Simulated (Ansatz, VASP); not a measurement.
# Ba2TaBiO6: VASP beside Ansatz, part 2 of 2

Wanted: the spread between two codes on one cell, functional and k mesh. The cell is taken from a series of runs on this material, whose earlier steps may have relaxed, scaled, displaced or heated it; both programs get it as it stands.

VASP 6.6.1 and Ansatz 0.2.0.

So far: The starting structure; VASP: G0W0 gap, LDA.

**3. Ansatz: G0W0 gap, LDA**

Level of this step: Ansatz beside VASP: Kohn-Sham DFT, plane waves, LDA (Ansatz).

Ansatz runs on its default PAW (the set named soft_2) files.

The same cell, functional (in two slightly different forms) and mesh now go to Ansatz, which takes its cutoff from its data sets.

The input, input.yaml:

```yaml
crystal:
  lattice:
    - [3.0756268342, 1.7757139807, 4.9562231058]
    - [-3.0756268342, 1.7757139807, 4.9562231058]
    - [0.0, -3.5514279614, 4.9562231058]
  atoms:
    - { symbol: Ba, position: [0.748816, 0.748816, 0.748816] }
    - { symbol: Ba, position: [0.251184, 0.251184, 0.251184] }
    - { symbol: Ta, position: [0.5, 0.5, 0.5] }
    - { symbol: Bi, position: [0.0, 0.0, 0.0] }
    - { symbol: O, position: [0.72551, 0.218856, 0.322035] }
    - { symbol: O, position: [0.218856, 0.322035, 0.72551] }
    - { symbol: O, position: [0.322035, 0.72551, 0.218856] }
    - { symbol: O, position: [0.27449, 0.781144, 0.677965] }
    - { symbol: O, position: [0.677965, 0.27449, 0.781144] }
    - { symbol: O, position: [0.781144, 0.677965, 0.27449] }
kpoints:
  mp_grid: { grid: [2, 2, 2] }
hamiltonian:
  xc: lda
scf:
  occupations: { method: fixed }
gw:
  n_empty_bands: 135
  ecut_chi: 141.5
  qp_bands: [v2, c2]
  qp_kpoints: [[0.5, 0.5, 0.5], [0.5, 0.0, 0.0], [0.0, 0.0, 0.0]]
  screening: { model: contour_deformation }
```

Launch:

```console
$ ansatz run input.yaml --threads 4 --pin off --max-ram 14745MiB --backend cpu --events-out ev --progress --plain --runs-dir out
```

Numbers of over 12 decimals in the logs are rounded to 6 here.

Log:

```text
Engine: ansatz 0.2.0, aarch64-unknown-linux-gnu
Pseudopotentials: kind: paw
Pseudopotential: Ba, paw, valence charge 10, recommended cutoff 420 eV (normal), Ba.paw.azcp
Pseudopotential: Ta, paw, valence charge 13, recommended cutoff 420 eV (normal), Ta.paw.azcp
Pseudopotential: Bi, paw, valence charge 15, recommended cutoff 420 eV (normal), Bi.paw.azcp
Pseudopotential: O, paw, valence charge 6, recommended cutoff 420 eV (normal), O.paw.azcp
Functional definition: SPW92
  exchange = slater_x
  correlation = pw_c
Crystal: 10 atoms, lattice volume = 162.408 Å³
Basis set: ecut = 420 eV, 3155 PW (Γ)
Bands: 52, of which v1, the nominal top of the filled ones, is band 42 counted from 1 (41 counted from 0)
Symmetry: 6 space group operations
Space group: R-3 (ITA 148), of the structure as read, at distance tolerance 5.5e-5 Å
k-points: 4 of 8
Non-local potential: Ba, projectors of the file, l = 0: 3, l = 1: 2, l = 2: 2, l = 3: 2
Non-local potential: Ta, projectors of the file, l = 0: 3, l = 1: 2, l = 2: 2, l = 3: 1
Non-local potential: Bi, projectors of the file, l = 0: 2, l = 1: 2, l = 2: 2, l = 3: 2
Non-local potential: O, projectors of the file, l = 0: 2, l = 1: 2, l = 2: 1
PAW form: soft (Blöchl's): semilocal exchange-correlation on the pseudo side does not see the compensation charge
PAW frozen core: Ba, regenerated for the run's functional, and the local potential with it (the file was generated under x = pbe(κ = 0.804, μ = 0.219515), c = pbe(β = 0.066725))
PAW frozen core: Ta, regenerated for the run's functional, and the local potential with it (the file was generated under x = pbe(κ = 0.804, μ = 0.219515), c = pbe(β = 0.066725))
PAW frozen core: Bi, regenerated for the run's functional, and the local potential with it (the file was generated under x = pbe(κ = 0.804, μ = 0.219515), c = pbe(β = 0.066725))
PAW frozen core: O, regenerated for the run's functional, and the local potential with it (the file was generated under x = pbe(κ = 0.804, μ = 0.219515), c = pbe(β = 0.066725))
PAW one-centre angular grid: Ba, 194 points (default); XC on 64 Gauss nodes
PAW one-centre angular grid: Ta, 590 points (default); XC on 64 Gauss nodes
PAW one-centre angular grid: Bi, 590 points (default); XC on 64 Gauss nodes
PAW one-centre angular grid: O, 110 points (default); XC on 64 Gauss nodes
Initial density: superposition of atomic densities (neutral atoms: chi_scale 0, normalization atom), corrected by the library's trained network
Initial wavefunctions: pseudopotential atomic-orbital guess
Functional: x = slater, c = lda
SCF iter   1: F=—  HF=-36670.009932 eV  |F-HF|=—  |Δ(HF+E_count)|=         —  Δρ=1.43e-2  dr2=3.17e-1  ethr=1.77e-3  ⟨swp⟩=4.5  Hψ=778  notcnv=0  defer=27
preconditioner: auto → Resta (q_TF=auto, 2.444 Å⁻¹)  ε∞=4.2  [insulator: Δε(μ)=2.344 eV  Ē_g=13.862 eV  n_scr=50 (ndim 8)  ℏωp=24.7 eV  f_vac=0.001  ε∞_Penn≈4.2]
SCF iter   2: F=—  HF=-36669.941742 eV  |F-HF|=—  |Δ(HF+E_count)|=   6.82e-2  Δρ=5.40e-3  dr2=2.64e-2  ethr=3.77e-4  ⟨swp⟩=2.5  Hψ=364  notcnv=0  defer=31
SCF iter   3: F=—  HF=-36669.935195 eV  |F-HF|=—  |Δ(HF+E_count)|=   6.55e-3  Δρ=1.81e-3  dr2=3.29e-3  ethr=3.14e-5  ⟨swp⟩=3.0  Hψ=339  notcnv=0  defer=31
SCF iter   4: F=—  HF=-36669.934306 eV  |F-HF|=—  |Δ(HF+E_count)|=   8.90e-4  Δρ=3.10e-4  dr2=1.25e-4  ethr=3.92e-6  ⟨swp⟩=2.8  Hψ=326  notcnv=0  defer=31
SCF iter   5: F=—  HF=-36669.934298 eV  |F-HF|=—  |Δ(HF+E_count)|=   7.86e-6  Δρ=4.49e-5  dr2=3.57e-6  ethr=1.49e-7  ⟨swp⟩=2.2  Hψ=260  notcnv=0  defer=25
SCF iter   6: F=—  HF=-36669.934299 eV  |F-HF|=—  |Δ(HF+E_count)|=   9.49e-7  Δρ=1.05e-5  dr2=2.19e-7  ethr=4.25e-9  ⟨swp⟩=2.2  Hψ=342  notcnv=0  defer=17
SCF iter   7: F=-36669.934299 eV  HF=-36669.934299 eV  |F-HF|=3.31e-9  |Δ(HF+E_count)|=   4.43e-8  Δρ=2.26e-6  dr2=9.12e-9  ethr=1.19e-10  ⟨swp⟩=13.0  Hψ=865  notcnv=0
SCF 1 converged in 7 iterations: F = -36669.934299 eV  dr2 = 9.12e-9
  greatest PAW one-centre occupation: 1.000 electrons in one spin orbital (limit 2), on the Ta atom at site 2 (counted from 0), in its partial waves of l = 0
NSCF: frozen V_eff on 4 k-points
G₀W₀ screening: q 1/4
[... further progress lines ...]
NSCF: frozen V_eff on 1 k-points
NSCF: frozen V_eff on 1 k-points
[...]
SCF converged after 7 iterations
Free energy (F): -36669.934299 eV
Harris-Foulkes:  -36669.934299 eV  (|F-HF|=3.31e-9)
Internal energy: -36669.934299 eV  (E = F + TS)
E sigma→0 (E₀):  -36669.934299 eV
Fermi energy:    9.642241 eV
--- Per-component energies (eV) ---
  E_band       = -315.469182
  E_kinetic    = 2041.333639
  E_local      = -5024.946859  (includes V_loc(G=0)·N_el)
  E_nonlocal   = 1006.271462
  E_hartree    = 1773.087394
  E_xc         = -1138.183651
  E_vxc        = -1182.197185  (∫ρ·V_xc dr)
  E_paw        = -29496.853303  (= ΣΔE_a)
  E_vpaw       = -702.120526  (= ΣTr[D̂ρ^β])
  E_aug_tail   = 0.014270  (compensation charges beyond the density's cutoff)
  E_ewald      = -5832.057829
  E_core_change = 1.400578  (= ΣΔE_core)
  E_smearing   = -0.000000  (= −TS)
  E_closure    = 0.000000  (closes the sum)
  Σ components = -36669.934299   (vs F -36669.934299, Δ=0.00e0)
--- Band table (eV) ---
  k-point 0: bands = [... 38 lower, 8.1961, 8.4483, 8.4483, 8.8441, 12.7793, 12.9430, 12.9986, 12.9986, ... 6 higher]
  k-point 1: bands = [... 38 lower, 8.2125, 8.2379, 8.3787, 9.6158, 12.1470, 12.5060, 13.0550, 13.4262, ... 6 higher]
  k-point 2: bands = [... 38 lower, 7.9091, 7.9603, 7.9964, 8.7299, 12.7998, 13.6425, 13.6853, 13.9534, ... 6 higher]
  k-point 3: bands = [... 38 lower, 8.0743, 8.0743, 8.0863, 9.6422, 12.2700, 12.7422, 12.7422, 13.6926, ... 6 higher]
--- G₀W₀: contour deformation, 6 samples at zero and on the imaginary axis and 1 off it, 8 q-points, 135 empty bands' worth ---
  eigenvalues of the whole cell's RPA ε∞ on this k-mesh (on a slab, of 1 + 4πα/V) = 6.6631, 6.6631, 6.7506; static W/v taken at q = 0 is 0.149425
  bands read: the sum over 177 bands ends inside a degenerate multiplet in 2 slots, whose members it reads at an even weight; the widest, k=0: bands 177 to 178 (counted from 1) at 1/2 each
    ik  band        ε_KS         Σx   Σc(E_QP)       V_xc       Z   E_QP_lin       E_QP  E_QP is
     0    41      8.4483   -24.8388     5.1153   -19.8675  0.7192     8.5919     8.5923  root
     0    42      8.8441   -24.9857     4.5432   -20.7311  0.7282     9.1313     9.1327  root
     0    43     12.7793   -10.1432    -3.4659   -14.8894  0.7932    14.0867    14.0596  root
     0    44     12.9430   -12.6282    -4.3371   -18.4935  0.7724    14.5208    14.4711  root
     1    41      8.3787   -24.8777     5.1074   -19.9158  0.7187     8.5238     8.5242  root
     1    42      9.6158   -25.4502     3.7240   -22.1870  0.7499    10.0737    10.0766  root
     1    43     12.1470   -11.7074    -3.8433   -16.9746  0.7899    13.6065    13.5709  root
     1    44     12.5060   -11.8793    -3.9631   -17.3012  0.7857    14.0041    13.9649  root
     3    41      8.0863   -24.7226     5.2078   -19.6266  0.7160     8.1979     8.1982  root
     3    42      9.6422   -25.4564     3.7271   -22.1932  0.7492    10.1033    10.1061  root
     3    43     12.2700   -11.6418    -3.8957   -16.9562  0.7873    13.7248    13.6887  root
     3    44     12.7422   -12.1061    -3.8701   -17.4380  0.7852    14.2436    14.2040  root
```

The column dr2 measures how far the density is from self-consistency, as an energy; F and HF (Harris–Foulkes) agree once it is small.

**4. Differences**

Known differences besides the potentials themselves: the two LDA forms differ slightly; fixed occupations in Ansatz, narrow Gaussian smearing in VASP; the data sets hold 84 valence electrons in Ansatz (on its default PAW (the set named soft_2) files) and 86 in VASP; the cutoff is 420 eV in Ansatz and 440 eV in VASP; VASP's log shows a relativistic correction to its local exchange, Ansatz's none; Ansatz integrates over frequency by contour deformation, VASP on a grid of NOMEGA points; Ansatz's G0W0 levels solve the quasiparticle equation, VASP's are linearised. Total energies have different zeros and are not compared.

Both answers:

```
                   quantity  Ansatz  VASP  difference
  G0W0 gap on the mesh (eV)    3.46  4.02       -0.55
Kohn-Sham gap under it (eV)    2.50  2.48       +0.03
```

VASP's log warns that its frequency grid doesn't suit quasiparticle energies on this mesh.

**5. Results**

| Quantity | Value |
| --- | --- |
| difference in G0W0 gap on the mesh (G0W0 gap, LDA) | -0.55 eV |

The difference in G0W0 gap on the mesh is -0.55 eV (G0W0 gap, LDA). The data sets hold unlike numbers of valence electrons (84 in Ansatz and 86 in VASP), so part of the differences comes from the potentials. Part of the difference in the G0W0 gap can come from VASP's linearised levels. How closely two codes agree says nothing of how well the functional describes the real material.

[Lines on the potential files, build, host, timing and source positions are cut from VASP's logs without a mark.]

[Logs are printed without paths, hosts, clocks, repeated set-up lines and the standing remarks that a program may print on its own settings, such as how far it seeks lower states.]

[Hosts, paths, dates, database ids (printed as entryN), source tags and the programs' standing remarks are cut or masked in the printed files.]
